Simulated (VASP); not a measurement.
## What goes wrong when the gap of Bi2Te3 (Tellurobismuthite) is computed with a bad input

Some runs for the gap of Bi2Te3 (Tellurobismuthite) get a fault in the input on purpose. Which of them show, and how? The starting structure is a measured crystal structure from the Crystallography Open Database. The atoms were first relaxed with LDA in that cell, in a run that isn't shown, and the relaxed structure is the one below.

Calculated with VASP 6.6.1; Kohn-Sham DFT with plane waves and PAW; LDA.

### Step 1. Starting point

The structure is trigonal, space group R-3m (No. 166). The conventional cell has a = 4.386 Å, b = 4.386 Å, c = 30.497 Å, α = 90.00°, β = 90.00°, γ = 120.00°. Bi has 6 Te at 3.06 to 3.24 Å nearest. Nearest to Te lie 3 Bi at 3.06 Å. Nearest to Te lie 6 Bi at 3.24 Å. Farther neighbours and most contacts between anions are not listed.

### Step 2. Reference bands

The input, INCAR:

```
SYSTEM = Bi2Te3
PREC = Accurate
ENCUT = 350
EDIFF = 1E-06
NELM = 100
ISMEAR = 0
SIGMA = 0.03
LREAL = .FALSE.
ALGO = Normal
GGA = CA
NBANDS = 39
LORBIT = 11
LWAVE = .FALSE.
LCHARG = .FALSE.
KPAR = 8
LASPH = .TRUE.
```

The input, POSCAR:

```
Bi2Te3
1.0
   -4.3860000000      0.0000000000      0.0000000000
    2.1930000000     -3.7983874210      0.0000000000
    2.1930000000      1.2661291403     10.1656666667
Bi Te
2 3
Direct
    0.2012148129      0.6006074065      0.8018222194
    0.7987851871      0.3993925935      0.1981777806
    0.5781308414      0.7890654207      0.3671962620
    0.4218691586      0.2109345793      0.6328037380
    0.0000000000      0.0000000000      0.0000000000
```

The input, KPOINTS:

```
Automatic mesh
0
Gamma
6 6 6
0 0 0
```

The input, KPOINTS_OPT:

```
Line mode
8
Line-mode
Reciprocal
  0.00000000   0.00000000   0.00000000 GAMMA
  0.00000000  -0.50000000   0.00000000 L

  0.00000000  -0.50000000   0.00000000 L
 -0.35401678  -0.32299161   0.17700839 B1

 -0.32299161  -0.32299161  -0.17700839 B
  0.00000000   0.00000000  -0.50000000 Z

  0.00000000   0.00000000  -0.50000000 Z
  0.00000000   0.00000000   0.00000000 GAMMA

  0.00000000   0.00000000   0.00000000 GAMMA
 -0.33850420  -0.33850420   0.33850420 X

 -0.33850420  -0.32299161   0.00000000 Q
 -0.50000000   0.00000000   0.00000000 F

 -0.50000000   0.00000000   0.00000000 F
 -0.48448741   0.00000000  -0.17700839 P1

 -0.48448741   0.00000000  -0.17700839 P1
  0.00000000   0.00000000  -0.50000000 Z

  0.00000000  -0.50000000   0.00000000 L
  0.00000000  -0.48448741  -0.33850420 P
```

Potentials, in the order of the species: Bi_d and Te (LDA family, release 64).

The run is started by

```sh
mpirun -np 8 vasp_std
```

What it wrote:

```text
[banner, memory and clock lines left out]
running    8 mpi-ranks, on    1 nodes
 distrk:  each k-point on    1 cores,    8 groups
 distr:  one band on    1 cores,    1 groups

 POSCAR found type information on POSCAR BiTe
 POSCAR found :  2 types and       5 ions
|                                                                             |
|           W    W    AA    RRRRR   N    N  II  N    N   GGGG   !!!           |
|           W    W   A  A   R    R  NN   N  II  NN   N  G    G  !!!           |
|           W    W  A    A  R    R  N N  N  II  N N  N  G       !!!           |
|           W WW W  AAAAAA  RRRRR   N  N N  II  N  N N  G  GGG   !            |
|           WW  WW  A    A  R   R   N   NN  II  N   NN  G    G                |
|           W    W  A    A  R    R  N    N  II  N    N   GGGG   !!!           |
|                                                                             |
|     For optimal performance we recommend to set                             |
|       NCORE = 2 up to number-of-cores-per-socket                            |
|     NCORE specifies how many cores store one orbital (NPAR=cpu/NCORE).      |
|     This setting can greatly improve the performance of VASP for DFT.       |
|     The default, NCORE=1 might be grossly inefficient on modern             |
|     multi-core architectures or massively parallel machines. Do your        |
|     Unfortunately you need to use the default for GW and RPA                |
|     calculations (for HF NCORE is supported but not extensively tested      |
|     yet).                                                                   |
|                                                                             |

 LDA part: xc-table for (Slater(with rela. corr.)+CA(PZ))
 , standard interpolation
 POSCAR, INCAR and KPOINTS ok, starting setup
 FFT: planning ... GRIDC
 FFT: planning ... GRID_SOFT
 FFT: planning ... GRID
 WAVECAR not read
 entering main loop
       N       E                     dE             d eps       ncg     rms          rms(c)
DAV:   1     0.375853268496E+03    0.37585E+03   -0.17112E+04  2496   0.900E+02
DAV:   2     0.177438782286E+02   -0.35811E+03   -0.33990E+03  2616   0.275E+02
DAV:   3    -0.203513384517E+02   -0.38095E+02   -0.37067E+02  3084   0.106E+02
DAV:   4    -0.218078782075E+02   -0.14565E+01   -0.14521E+01  2963   0.234E+01
DAV:   5    -0.218826239973E+02   -0.74746E-01   -0.74741E-01  3666   0.478E+00    0.755E+00
DAV:   6    -0.215890195581E+02    0.29360E+00   -0.25559E-01  3488   0.378E+00    0.531E+00
DAV:   7    -0.215804603058E+02    0.85593E-02   -0.15389E-01  3101   0.149E+00    0.122E+00
DAV:   8    -0.215780614345E+02    0.23989E-02   -0.22719E-02  2889   0.742E-01    0.455E-01
DAV:   9    -0.215775365743E+02    0.52486E-03   -0.24240E-03  3166   0.271E-01    0.277E-01
DAV:  10    -0.215775704605E+02   -0.33886E-04   -0.64060E-04  2929   0.996E-02    0.516E-02
DAV:  11    -0.215775676843E+02    0.27762E-05   -0.26776E-05  2838   0.315E-02    0.234E-02
DAV:  12    -0.215775697721E+02   -0.20878E-05   -0.12847E-05  3068   0.143E-02    0.130E-02
DAV:  13    -0.215775698319E+02   -0.59790E-07   -0.72017E-07  1802   0.462E-03
   1 F= -.21577570E+02 E0= -.21577570E+02  d E =-.187431E-08
 Start KPOINTS_OPT (optional k-point list driver)
k-point batch [1-32\72]
       N       E                     dE             ncg
DAV:   1     0.243541933956E+04   -0.17040E+05     2504
DAV:   2    -0.903479726387E+04   -0.11470E+05     2693
DAV:   3    -0.102893357027E+05   -0.12545E+04     3076
DAV:   4    -0.103379155615E+05   -0.48580E+02     2985
DAV:   5    -0.103403052017E+05   -0.23896E+01     3655
DAV:   6    -0.103403331221E+05   -0.27920E-01     3267
DAV:   7    -0.103403339762E+05   -0.85415E-03     3640
DAV:   8    -0.103403339867E+05   -0.10498E-04     2874
DAV:   9    -0.103403339872E+05   -0.47114E-06     1819
[...]
k-point batch [65-72\72]
       N       E                     dE             ncg
DAV:   1     0.229132927208E+05   -0.82692E+04      648
DAV:   2     0.200515829059E+05   -0.28617E+04      671
DAV:   3     0.197582733408E+05   -0.29331E+03      803
DAV:   4     0.197474928494E+05   -0.10780E+02      752
DAV:   5     0.197469695819E+05   -0.52327E+00      921
DAV:   6     0.197469610864E+05   -0.84955E-02      832
DAV:   7     0.197469608984E+05   -0.18796E-03      929
DAV:   8     0.197469608953E+05   -0.30807E-05      682
DAV:   9     0.197469608952E+05   -0.15147E-06      473
```

The job ended after 16 s (8 MPI ranks of Intel Xeon 6975P-C (Granite Rapids), shared host; peak memory 2.5 GiB).

The logs omit lines about the potential files and the build; timing stands in the text.

OUTCAR, selected parts (step 2):

```text
ion  position               nearest neighbor table
   1  0.201  0.601  0.802-   4 3.06   4 3.06   4 3.06   5 3.24   5 3.24   5 3.24
   2  0.799  0.399  0.198-   3 3.06   3 3.06   3 3.06   5 3.24   5 3.24   5 3.24
   3  0.578  0.789  0.367-   2 3.06   2 3.06   2 3.06
   4  0.422  0.211  0.633-   1 3.06   1 3.06   1 3.06
   5  0.000  0.000  0.000-   1 3.24   2 3.24   1 3.24   2 3.24   2 3.24   1 3.24

  LATTYP: Found a trigonal (rhomboedric) cell.
 ALAT       =    10.4763118882
 COS(alpha) =     0.9123624111

 Subroutine GETGRP returns: Found 12 space group operations
 (whereof 12 operations were pure point group operations)

The static configuration has the point symmetry D_3d.

 Found     32 irreducible k-points:

   k-points           NKPTS =     32   k-points in BZ     NKDIM =     32   number of bands    NBANDS=     39

   dimension x,y,z NGX =    28 NGY =   28 NGZ =   64
   dimension x,y,z NGXF=    56 NGYF=   56 NGZF=  128

   ENCUT  =  350.0 eV  25.72 Ry    5.07 a.u.   6.69  6.69 15.98*2*pi/ulx,y,z

   NELECT =      48.0000    total number of electrons

 k-points in reciprocal lattice and weights: Automatic mesh
   0.00000000  0.00000000  0.00000000       0.005
   0.16666667  0.00000000  0.00000000       0.028
   0.33333333  0.00000000  0.00000000       0.028
   0.50000000  0.00000000  0.00000000       0.014
   0.00000000  0.16666667  0.00000000       0.028
   0.16666667  0.16666667  0.00000000       0.056
   0.33333333  0.16666667  0.00000000       0.056
   0.00000000  0.33333333  0.00000000       0.028
   0.16666667  0.33333333  0.00000000       0.056
[...]
0.16666667  0.16666667  0.33333333       0.028
   0.00000000  0.00000000  0.50000000       0.005

 average (electrostatic) potential at core
       1-105.2878       2-105.2878       3 -89.0952       4 -89.0952       5 -88.9140

 E-fermi :   6.0900

 k-point     1 :       0.0000    0.0000    0.0000
  band No.  band energies     occupation
    ...
     20       4.3109      2.00000
     21       4.3109      2.00000
     22       5.1312      2.00000
     23       5.1312      2.00000
     24       5.9890      2.00000
     25       6.1910      0.00000
     26       6.6545      0.00000
     27       6.6545      0.00000
     28       7.8713      0.00000
     29       8.0903      0.00000
    ...

 k-point     2 :       0.1667    0.0000    0.0000
  band No.  band energies     occupation
    ...
     20       4.2962      2.00000
     21       4.4516      2.00000
     22       4.8859      2.00000
     23       5.0174      2.00000
     24       5.5223      2.00000
     25       7.0361      0.00000
     26       7.2595      0.00000
     27       7.3263      0.00000
     28       8.0887      0.00000
     29       8.2591      0.00000
    ...

 k-point     3 :       0.3333    0.0000    0.0000
  band No.  band energies     occupation
    ...
     20       3.7892      2.00000
     21       3.8087      2.00000
     22       4.3758      2.00000
     23       4.4230      2.00000
     24       4.6520      2.00000
     25       7.4974      0.00000
     26       7.9375      0.00000
     27       8.4436      0.00000
     28       8.5485      0.00000
     29       8.6334      0.00000
    ...

  Total       -1.4808515     -1.4808515     -1.5960897      0.0000000      0.0000000     -0.0000000
  in kB      -14.0093617    -14.0093617    -15.0995539      0.0000000      0.0000000     -0.0000000
  external PRESSURE =     -14.3727591 kB  Pullay stress =       0.0000000 kB

  energy-cutoff  :      350.00
  volume of cell :      169.36
      direct lattice vectors                 reciprocal lattice vectors
    -4.386000000  0.000000000  0.000000000    -0.227998176 -0.131634808  0.065580221
     2.193000000 -3.798387421  0.000000000     0.000000000 -0.263269617  0.032790111
     2.193000000  1.266129140 10.165666667     0.000000000  0.000000000  0.098370332

 POSITION                                       TOTAL-FORCE (eV/Angst)
 -----------------------------------------------------------------------------------
      2.19300     -1.26613      8.15106        -0.000000     -0.000000      0.001686
     -2.19300     -1.26613      2.01461         0.000000      0.000000     -0.001686
     -0.00000     -2.53226      3.73279        -0.000000     -0.000000      0.002314
      0.00000      0.00000      6.43287         0.000000      0.000000     -0.002314
      0.00000      0.00000      0.00000        -0.000000     -0.000000      0.000000
 -----------------------------------------------------------------------------------
    total drift:                               -0.000000     -0.000000     -0.000000

  FREE ENERGIE OF THE ION-ELECTRON SYSTEM (eV)
  ---------------------------------------------------
  free  energy   TOTEN  =       -21.5775698319 eV

  energy  without entropy=      -21.5775698300  energy(sigma->0) =      -21.57756983

 total charge
# of ion       s       p       d       tot
------------------------------------------
    1        1.599   1.156   9.942  12.697
    2        1.599   1.156   9.942  12.697
    3        1.412   1.915   0.026   3.353
    4        1.412   1.915   0.026   3.353
    5        1.393   1.977   0.025   3.395
--------------------------------------------------
tot          7.416   8.118  19.961  35.495

[... 3 further parts left out ...]
```

Spin-orbit coupling is off here; with elements this heavy it can split and shift levels by tenths of an eV, and by up to about 1 eV where a band edge is a 6p state.

The reference gap is 0.202 eV.

### Step 3. Bands with a k mesh far too coarse and no band path

A slip made on purpose: a k mesh far too coarse and no band path. Against step 2 the input has a 1×1×1 mesh and no band path (also changed: NELM, NBANDS, NCORE and KPAR).

The input, INCAR:

```
SYSTEM = Bi2Te3
PREC = Accurate
ENCUT = 350
EDIFF = 1E-06
NELM = 60
ISMEAR = 0
SIGMA = 0.03
LREAL = .FALSE.
ALGO = Normal
GGA = CA
NBANDS = 30
LORBIT = 11
LWAVE = .FALSE.
LCHARG = .FALSE.
NCORE = 8
LASPH = .TRUE.
```

POSCAR is that of step 2.

The input, KPOINTS:

```
Automatic mesh
0
Gamma
1 1 1
0 0 0
```

The run is started by

```sh
mpirun -np 8 vasp_std
```

What it wrote:

```text
[banner, memory and clock lines left out]
running    8 mpi-ranks, on    1 nodes
[...]
[... a notice as in an earlier step ...]

 LDA part: xc-table for (Slater(with rela. corr.)+CA(PZ))
 , standard interpolation
 POSCAR, INCAR and KPOINTS ok, starting setup
[...]
entering main loop
       N       E                     dE             d eps       ncg     rms          rms(c)
DAV:   1     0.410860139454E+03    0.41086E+03   -0.18382E+04    60   0.120E+03
DAV:   2     0.394529684033E+02   -0.37141E+03   -0.35948E+03    68   0.337E+02
DAV:   3    -0.205225845679E+01   -0.41505E+02   -0.37831E+02    80   0.125E+02
DAV:   4    -0.366886898459E+01   -0.16166E+01   -0.15931E+01    66   0.281E+01
[...]
DAV:  15    -0.220714264040E+01   -0.62569E-05   -0.61435E-05    74   0.408E-02    0.888E-02
DAV:  16    -0.220713766110E+01    0.49793E-05   -0.22789E-05    60   0.346E-02    0.347E-02
DAV:  17    -0.220713759890E+01    0.62196E-07   -0.16816E-06    52   0.101E-02
   1 F= -.22071376E+01 E0= -.21982131E+01  d E =-.178490E-01
```

Elapsed: 1.4 s, on 8 MPI ranks; peak memory 0.81 GiB.

OUTCAR, selected parts (step 3):

```text
  Total       40.9925419     40.9925419     -1.8286654      0.0000000      0.0000000     -0.0000000
  in kB      387.8034606    387.8034606    -17.2997998      0.0000000      0.0000000     -0.0000000
  external PRESSURE =     252.7690405 kB  Pullay stress =       0.0000000 kB

 POSITION                                       TOTAL-FORCE (eV/Angst)
 -----------------------------------------------------------------------------------
      2.19300     -1.26613      8.15106         0.000000      0.000000     -0.269187
     -2.19300     -1.26613      2.01461        -0.000000     -0.000000      0.269187
     -0.00000     -2.53226      3.73279         0.000000      0.000000     -1.641910
      0.00000      0.00000      6.43287        -0.000000     -0.000000      1.641910
      0.00000      0.00000      0.00000         0.000000      0.000000      0.000000
 -----------------------------------------------------------------------------------
    total drift:                               -0.000000     -0.000000     -0.000000

  FREE ENERGIE OF THE ION-ELECTRON SYSTEM (eV)
  ---------------------------------------------------
  free  energy   TOTEN  =        -2.2071375989 eV

  energy  without entropy=       -2.1892885558  energy(sigma->0) =       -2.19821308

[... 1 part as in an earlier step ...]

[... 2 further parts left out ...]
[key lines of the parts left out:]
E-fermi :   6.4441
```

With a k mesh far too coarse and no band path the gap is 0.048 eV, -0.154 eV from the reference, read on the mesh alone.

### Step 4. Bands with a fixed density without a density file

A slip made on purpose: a fixed density without a density file. Against step 2 the input has ICHARG = 11 (also changed: NELM).

Edit INCAR of step 3 so:

```diff
@@ -10,3 +10,3 @@
 GGA = CA
-NBANDS = 30
+NBANDS = 39
 LORBIT = 11
@@ -14,3 +14,4 @@
 LCHARG = .FALSE.
-NCORE = 8
+KPAR = 8
 LASPH = .TRUE.
+ICHARG = 11
```

POSCAR is that of step 3.

The input, KPOINTS:

```
Automatic mesh
0
Gamma
6 6 6
0 0 0
```

KPOINTS_OPT is that of step 2.

The run is started by

```sh
mpirun -np 8 vasp_std
```

What it wrote:

```text
[banner, memory and clock lines left out]
running    8 mpi-ranks, on    1 nodes
[...]
|                                                                             |
|           W    W    AA    RRRRR   N    N  II  N    N   GGGG   !!!           |
|           W    W   A  A   R    R  NN   N  II  NN   N  G    G  !!!           |
|           W    W  A    A  R    R  N N  N  II  N N  N  G       !!!           |
|           W WW W  AAAAAA  RRRRR   N  N N  II  N  N N  G  GGG   !            |
|           WW  WW  A    A  R   R   N   NN  II  N   NN  G    G                |
|           W    W  A    A  R    R  N    N  II  N    N   GGGG   !!!           |
|                                                                             |
|     For optimal performance we recommend to set                             |
|       NCORE = 2 up to number-of-cores-per-socket                            |
|     NCORE specifies how many cores store one orbital (NPAR=cpu/NCORE).      |
|     This setting can greatly improve the performance of VASP for DFT.       |
[...]
LDA part: xc-table for (Slater(with rela. corr.)+CA(PZ))
 , standard interpolation
 POSCAR, INCAR and KPOINTS ok, starting setup
[...]
WARNING: CHGCAR is incomplete
|                                                                             |
|     EEEEEEE  RRRRRR   RRRRRR   OOOOOOO  RRRRRR      ###     ###     ###     |
|     E        R     R  R     R  O     O  R     R     ###     ###     ###     |
|     E        R     R  R     R  O     O  R     R     ###     ###     ###     |
|     EEEEE    RRRRRR   RRRRRR   O     O  RRRRRR       #       #       #      |
|     E        R   R    R   R    O     O  R   R                               |
|     E        R    R   R    R   O     O  R    R      ###     ###     ###     |
|     EEEEEEE  R     R  R     R  OOOOOOO  R     R     ###     ###     ###     |
|                                                                             |
|     ERROR: charge density could not be read from file CHGCAR for            |
|     ICHARG>10                                                               |
|                                                                             |
|       ---->  I REFUSE TO CONTINUE WITH THIS SICK JOB ... BYE!!! <----       |
|                                                                             |

1
1
1
1
1
1
1
1
```

The job ended after 5.8 s (8 MPI ranks).

VASP stopped with this message: “ERROR: charge density could not be read from file CHGCAR for ICHARG>10”.

(Continued in part 2 of 2.)

[Lines on the potential files, build, host, timing and source positions are cut from VASP's logs without a mark.]

[Logs are printed without paths, hosts, clocks, repeated set-up lines and the standing remarks that a program may print on its own settings, such as how far it seeks lower states.]

[Hosts, paths, dates, database ids (printed as entryN), source tags and the programs' standing remarks are cut or masked in the printed files.]
